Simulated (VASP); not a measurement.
Calculation: PBE GGA, VASP's PBE PAW potentials (set 64) (plane waves; VASP).

Input for VASP

POSCAR:
```
MnS
6.3931680
  0.8164966101   0.4082483051   0.4082483051
  0.4082483051   0.8164966101   0.4082483051
  0.4082483051   0.4082483051   0.8164966101
Mn S
2 2
Cartesian
  0.0000000000   0.0000000000   0.0000000000
  0.8164966101   0.8164966101   0.8164966101
  0.4082483051   0.4082483051   0.4082483051
  1.2247449152   1.2247449152   1.2247449152
```

INCAR:
```
SYSTEM = MnS
PREC = Accurate
ENCUT = 400
EDIFF = 1E-6
NELM = 100
ALGO = Normal
LREAL = .FALSE.
LASPH = .TRUE.
ISMEAR = 0
SIGMA = 0.05
GGA = PE
LMAXMIX = 4
ISPIN = 2
MAGMOM = 5.0 -5.0 0.0 0.0
LORBIT = 10
LWAVE = .FALSE.
LCHARG = .FALSE.
ISIF = 2
NBANDS = 21
```

**KPOINTS**
```
Automatic
0
gamma
  6 6 6
0 0 0
```

POTCAR, in this order: Mn_pv S (PBE.64 set). Program: vasp_std.

Output

OUTCAR:
```
 ion  position               nearest neighbor table
   1  0.000  0.000  0.000-   4 2.61   4 2.61   4 2.61   3 2.61   3 2.61   3 2.61
   2  0.500  0.500  0.500-   3 2.61   3 2.61   3 2.61   4 2.61   4 2.61   4 2.61
   3  0.250  0.250  0.250-   1 2.61   1 2.61   1 2.61   2 2.61   2 2.61   2 2.61
   4  0.750  0.750  0.750-   2 2.61   2 2.61   2 2.61   1 2.61   1 2.61   1 2.61
  LATTYP: Found a trigonal (rhomboedric) cell.
 ALAT       =     6.3931682287
 COS(alpha) =     0.8333333333
 Subroutine PRICEL returns following result:
  LATTYP: Found a face centered cubic cell.
 ALAT       =     5.2200000000
 Subroutine GETGRP returns: Found 12 space group operations
The static configuration has the point symmetry D_3d.
The dynamic configuration has the point symmetry D_3d.
The overall configuration has the point symmetry D_3d.
 Subroutine INISYM returns: Found 12 space group operations
 Subroutine IBZKPT returns following result:
 Found     32 irreducible k-points:

 Following reciprocal coordinates:
            Coordinates               Weight
  0.000000  0.000000  0.000000      1.000000
  0.166667 -0.000000 -0.000000      6.000000
  0.333333 -0.000000 -0.000000      6.000000
  0.500000  0.000000  0.000000      3.000000
  0.166667  0.166667  0.000000      6.000000
  0.333333  0.166667 -0.000000     12.000000
  0.500000  0.166667  0.000000     12.000000
 -0.333333  0.166667  0.000000     12.000000
 -0.166667  0.166667  0.000000      6.000000
  0.333333  0.333333  0.000000      6.000000
  0.500000  0.333333 -0.000000     12.000000
 -0.333333  0.333333  0.000000      6.000000
  0.500000  0.500000  0.000000      3.000000
  0.166667  0.166667  0.166667      2.000000
  0.333333  0.166667  0.166667      6.000000
  0.500000  0.166667  0.166667      6.000000
 -0.333333  0.166667  0.166667      6.000000
 -0.166667  0.166667  0.166667      6.000000
  0.333333  0.333333  0.166667      6.000000
...
```

File OSZICAR:
```
       N       E                     dE             d eps       ncg     rms          rms(c)
DAV:   1     0.327333499532E+03    0.32733E+03   -0.19171E+04  3184   0.162E+03
DAV:   2     0.944242716664E+01   -0.31789E+03   -0.31561E+03  2718   0.455E+02
DAV:   3    -0.288715952119E+02   -0.38314E+02   -0.37544E+02  4030   0.133E+02
DAV:   4    -0.305532698134E+02   -0.16817E+01   -0.16405E+01  3199   0.270E+01
DAV:   5    -0.305905896907E+02   -0.37320E-01   -0.37309E-01  3373   0.461E+00    0.157E+01
DAV:   6    -0.281354781245E+02    0.24551E+01   -0.22878E+01  3557   0.463E+01    0.137E+01
DAV:   7    -0.283864608987E+02   -0.25098E+00   -0.17173E+00  3287   0.134E+01    0.797E+00
DAV:   8    -0.283933778163E+02   -0.69169E-02   -0.37537E-01  3711   0.705E+00    0.350E+00
DAV:   9    -0.283864408241E+02    0.69370E-02   -0.68198E-02  3676   0.290E+00    0.608E-01
DAV:  10    -0.283917028070E+02   -0.52620E-02   -0.55616E-03  3278   0.715E-01    0.250E-01
DAV:  11    -0.283921041458E+02   -0.40134E-03   -0.48028E-04  3439   0.199E-01    0.160E-01
DAV:  12    -0.283922353538E+02   -0.13121E-03   -0.19443E-04  3258   0.929E-02    0.690E-02
DAV:  13    -0.283922567075E+02   -0.21354E-04   -0.30408E-05  3166   0.512E-02    0.209E-02
DAV:  14    -0.283922561610E+02    0.54650E-06   -0.17562E-05  3344   0.259E-02    0.900E-03
DAV:  15    -0.283922565985E+02   -0.43751E-06   -0.28379E-06  2641   0.159E-02
   1 F= -.28392257E+02 E0= -.28392257E+02  d E =-.205813E-12  mag=    -0.0000
```

### OUTCAR
```
------------------------ aborting loop because EDIFF is reached ----------------------------------------
  FORCE on cell =-STRESS in cart. coord.  units (eV):
  Direction    XX          YY          ZZ          XY          YZ          ZX
  --------------------------------------------------------------------------------------
  Total       -1.8060839     -1.8060839     -1.8060839     -0.1026422     -0.1026422     -0.1026422
  in kB      -40.6880617    -40.6880617    -40.6880617     -2.3123567     -2.3123567     -2.3123567
  external PRESSURE =     -40.6880617 kB  Pullay stress =       0.0000000 kB
  volume of cell :       71.12
      direct lattice vectors                 reciprocal lattice vectors
     5.220000000  2.610000000  2.610000000     0.287356322 -0.095785441 -0.095785441
     2.610000000  5.220000000  2.610000000    -0.095785441  0.287356322 -0.095785441
     2.610000000  2.610000000  5.220000000    -0.095785441 -0.095785441  0.287356322
 POSITION                                       TOTAL-FORCE (eV/Angst)
 -----------------------------------------------------------------------------------
      0.00000      0.00000      0.00000        -0.000000     -0.000000     -0.000000
      5.22000      5.22000      5.22000        -0.000000      0.000000      0.000000
      2.61000      2.61000      2.61000         0.000000      0.000000      0.000000
      7.83000      7.83000      7.83000        -0.000000     -0.000000     -0.000000
 -----------------------------------------------------------------------------------
    total drift:                                0.000000     -0.000000     -0.000000
  FREE ENERGIE OF THE ION-ELECTRON SYSTEM (eV)
  ---------------------------------------------------
  free  energy   TOTEN  =       -28.3922565985 eV

  energy  without entropy=      -28.3922565985  energy(sigma->0) =      -28.39225660

 total charge

# of ion       s       p       d       tot
------------------------------------------
    1        0.208   6.155   4.945  11.309
    2        0.208   6.155   4.945  11.309
    3        1.326   2.403   0.000   3.729
    4        1.326   2.403   0.000   3.729
--------------------------------------------------
tot          3.068  17.117   9.890  30.076

 magnetization (x)

# of ion       s       p       d       tot
------------------------------------------
    1        0.019   0.015   4.173   4.208
    2       -0.019  -0.015  -4.173  -4.208
    3        0.000   0.000   0.000   0.000
    4        0.000   0.000   0.000   0.000
--------------------------------------------------
tot          0.000   0.000   0.000   0.000
```
(Selected blocks of OUTCAR.)

The compound is MnS in the rock salt, AFM-II order structure. The cell was not relaxed at this level. The run is one of a series of settings (NBANDS = 21 against the base run), some of them coarse on purpose.
